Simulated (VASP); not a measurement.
OSZICAR of a VASP run on WSe2 (2H layered):

**OSZICAR**
```
       N       E                     dE             d eps       ncg     rms          rms(c)
DAV:   1     0.449040111924E+03    0.44904E+03   -0.24846E+04  1680   0.134E+03
DAV:   2    -0.194707730999E+02   -0.46851E+03   -0.45794E+03  1806   0.384E+02
DAV:   3    -0.478504585840E+02   -0.28380E+02   -0.28193E+02  1862   0.878E+01
DAV:   4    -0.485007379048E+02   -0.65028E+00   -0.64860E+00  1822   0.134E+01
DAV:   5    -0.485145484163E+02   -0.13811E-01   -0.13803E-01  1898   0.192E+00    0.312E+01
DAV:   6    -0.469557976152E+02    0.15588E+01   -0.96749E+00  1704   0.175E+01    0.113E+01
DAV:   7    -0.467123061267E+02    0.24349E+00   -0.43131E+00  1723   0.843E+00    0.554E+00
DAV:   8    -0.465500547242E+02    0.16225E+00   -0.70961E-01  1970   0.463E+00    0.115E+00
DAV:   9    -0.465504525597E+02   -0.39784E-03   -0.52036E-02  1922   0.116E+00    0.735E-01
DAV:  10    -0.465491826326E+02    0.12699E-02   -0.16581E-02  1938   0.839E-01    0.204E-01
DAV:  11    -0.465490418726E+02    0.14076E-03   -0.24123E-03  1881   0.299E-01    0.145E-01
DAV:  12    -0.465490207764E+02    0.21096E-04   -0.90529E-05  1918   0.534E-02    0.860E-02
DAV:  13    -0.465490159134E+02    0.48630E-05   -0.86045E-05  1905   0.524E-02    0.528E-03
DAV:  14    -0.465490162690E+02   -0.35563E-06   -0.27781E-06  1790   0.102E-02    0.421E-03
DAV:  15    -0.465490163362E+02   -0.67191E-07   -0.13584E-07  1350   0.212E-03
   1 F= -.46549016E+02 E0= -.46549016E+02  d E =0.000000E+00
```

Task: Which electronic solver shows in the log?

Result: It is blocked Davidson (ALGO = Normal, or the opening steps of other solvers). The INCAR had ALGO = Normal.

Task: Can the final energy be trusted as converged?

Result: Self-consistency was reached. It stopped with EDIFF = 1E-7, NELM = 100 (PBEsol GGA, plane waves, VASP's PBE PAW potentials (set 64)). Without a dispersion term in the relaxation, distances and binding between the weakly bound layers, chains or molecules are unreliable, and so is what depends on them.

The compound is WSe2 in the 2H layered structure. It was relaxed first.
